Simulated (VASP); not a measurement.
Runs of VASP 6.6.1 on OScCl2H. The cell holds a molecule in a box, 5 atoms: a = 12.000 Å, b = 14.000 Å, c = 12.000 Å, α = 90.00°, β = 90.00°, γ = 90.00°. 

| task | level | potentials or basis | cell | cutoff (eV) | grid for exact exchange (PRECFOCK) | exchange at q = 0 | gap on the mesh (eV) | largest force (eV/Å) |
| --- | --- | --- | --- | --- | --- | --- | --- | --- |
| electron localisation function | PBE | VASP PAW PBE potentials, release 64 (O, Sc_sv, Cl, H) | as given | 520 | - | - | 3.91 | (c) |
| relaxation of the atoms | revPBE+D4 | VASP PAW PBE potentials, release 64 (O_s, Sc_sv, Cl, H_s) | atoms relaxed | 400 | - | - | 3.90 | 0.01 |
| single point | r2SCAN | VASP PAW PBE potentials, release 64 (O, Sc_sv, Cl, H) | as given | 520 | - | - | (a) | (b) |
| atomic charges | PBE+TS | VASP PAW PBE potentials, release 64 (O, Sc_sv, Cl, H) | as given | 520 | - | - | 3.91 | 0.64 |
| single point | BLYP | VASP PAW PBE potentials, release 64 (O, Sc_sv, Cl, H) | as given | 520 | - | - | 3.73 | 0.69 |
| relaxation of the atoms | LDA | VASP PAW LDA potentials, release 64 (O_s, Sc_sv, Cl, H_s) | atoms relaxed | 400 | - | - | 3.91 | - |
| single point | PBE0+D3(BJ) | VASP PAW PBE potentials, release 64 (O, Sc_sv, Cl, H) | as given | 520 | Fast | truncated | 6.27 | 0.09 |

Alike in all rows: no spin polarisation; k mesh 1 × 1 × 1; smearing gaussian 0.01 eV.

Q: Fill in the values left out.

A: (a) 4.52; (b) 0.28; (c) 0.63.

Caveats: the PAW data sets were made with another functional, which shifts forces and pressure a little (some runs).

A k mesh can miss the band edges.

Not every run made on this cell is shown here.
